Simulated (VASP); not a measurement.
Consider the following.

```yaml
crystal:
  lattice:
    - [-2.66689, 2.66689, 5.36148]
    - [2.66689, -2.66689, 5.36148]
    - [2.66689, 2.66689, -5.36148]
  atoms:
    - { symbol: Zn, position: [0.00000, 0.00000, 0.00000] }
    - { symbol: Cu, position: [0.25000, 0.75000, 0.50000] }
    - { symbol: Cu, position: [0.75000, 0.25000, 0.50000] }
    - { symbol: Ge, position: [0.50000, 0.50000, 0.00000] }
    - { symbol: S, position: [0.87034, 0.87034, 0.48553] }
    - { symbol: S, position: [0.12966, 0.61519, 0.00000] }
    - { symbol: S, position: [0.38481, 0.38481, 0.51447] }
    - { symbol: S, position: [0.61519, 0.12966, 0.00000] }
```

Calculation: modified Becke-Johnson potential (mBJ), VASP's PBE PAW potentials (set 64) (plane waves; VASP 6.6.1). Run with 400 eV cut-off, 4×4×4 Γ-centred mesh, Gaussian smearing of 0.050 eV, potentials Zn Cu Ge_d S.

mBJ is a potential without an energy functional, so only the levels count.

**Question.** Give the energies of bands 27 to 40 at the high-symmetry points, in eV from the valence-band maximum.

**Answer.** 
```
band      Γ      X      P      N      M      S      R
----  -----  -----  -----  -----  -----  -----  -----
27    -1.62  -1.54  -1.54  -1.67  -1.95  -1.72  -1.61
28    -1.54  -1.53  -1.54  -1.60  -1.53  -1.56  -1.54
29    -1.50  -1.43  -1.36  -1.54  -1.38  -1.53  -1.48
30    -1.50  -1.35  -1.36  -1.48  -1.38  -1.47  -1.43
31    -1.38  -1.30  -1.32  -1.08  -1.37  -1.20  -1.30
32    -1.36  -1.11  -1.18  -1.05  -1.37  -1.07  -1.16
33    -1.30  -1.09  -0.82  -0.89  -1.12  -0.94  -0.95
34    -0.27  -0.46  -0.82  -0.83  -0.96  -0.92  -0.56
35     0.00  -0.36  -0.34  -0.60  -0.50  -0.76  -0.51
36     0.00  -0.23  -0.24  -0.57  -0.49  -0.33  -0.28
37     0.88   0.99   1.16   1.94   1.65   1.86   1.24
38     2.53   2.97   2.84   3.62   2.65   3.09   3.37
39     3.89   3.52   4.16   3.88   2.65   3.75   3.56
40     4.04   4.54   4.17   4.58   2.75   4.36   4.42
```

The gap is direct, 0.88 eV, from the valence maximum at Γ to the conduction minimum at Γ.

The structure comes from a computed database's ZnCu2GeS4 entry (I-42m); how it stands against other phases isn't given here. It was relaxed first. The cell's shape comes from a PBE relaxation.
